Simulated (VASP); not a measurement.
Wanted: the native input for a VASP 6.6.1 run.

| Quantity | Value |
| --- | --- |
| Task | Born charges and dielectric tensor |
| Functional | LDA |
| Potentials or basis | VASP PAW LDA potentials, release 64 (C) |
| Cutoff | 520 eV |
| k mesh | 15 × 15 × 15 |
| Occupations | gaussian, width 0.02 eV |
| Spin | no spin polarisation |
| Further INCAR settings | ALGO = Normal; EDIFF = 1e-08; IBRION = 8; NSW = 1 |

The structure of C lies in POSCAR:

```
C
1.0
    1.2331881000      0.7119814800      8.2826151000
   -1.2331881000      0.7119814800      8.2826151000
    0.0000000000     -1.4239629600      8.2826151000
C
4
Direct
    0.9128269200      0.9128269200      0.9128269200
    0.2461499400      0.2461499400      0.2461499400
    0.7538500600      0.7538500600      0.7538500600
    0.0871730800      0.0871730800      0.0871730800
```

This isn't the form of C at room conditions, which is graphite.

These files were run (other wordings do the same):

INCAR

```
ALGO     = Normal         # electronic algorithm
EDIFF    = 1E-8           # SCF threshold, eV
ENCUT    = 520            # plane-wave cutoff, eV
GGA      = CA             # functional
IBRION   = 8              # ionic algorithm
ISIF     = 2              # what is computed and relaxed
ISMEAR   = 0              # smearing method
KPAR     = 4            
LASPH    = True           # aspherical terms in the spheres
LCHARG   = False          # write CHGCAR
LEPSILON = True           # dielectric tensor by DFPT
LREAL    = False          # projectors in reciprocal space
LWAVE    = False          # write WAVECAR
NELM     = 60             # most SCF steps
NSW      = 1              # ionic steps
PREC     = Accurate       # precision mode
SIGMA    = 0.02           # smearing width, eV
```

KPOINTS

```
k-points
0
Gamma
  15 15 15
```

Potentials or basis: VASP PAW LDA potentials, release 64 (C).

Command:

```bash
$ cat potpaw_LDA.64/C/POTCAR > POTCAR
$ mpirun -np 4 vasp_std > vasp.out
```

It gave:

```
Band gap on the k mesh                  : 0.19 eV, direct
Electronic dielectric tensor (diagonal) : 24.76, 24.76, 4.90
Born charges (mean of the diagonal)     : C -0.02, +0.02 e
Highest phonon frequency at Γ           : 1565 cm⁻¹
Most unstable mode                      : 28i cm⁻¹
```

Caveat: the gap is small at this level, which inflates the dielectric constant; some modes are imaginary; an odd mesh through Γ misses points on the zone boundary, where band edges often lie.

Run time: 100 min on 4 MPI ranks on Intel(R) Xeon(R) 6975P-C (Granite Rapids), on a shared host, peak memory 2 GiB a rank.
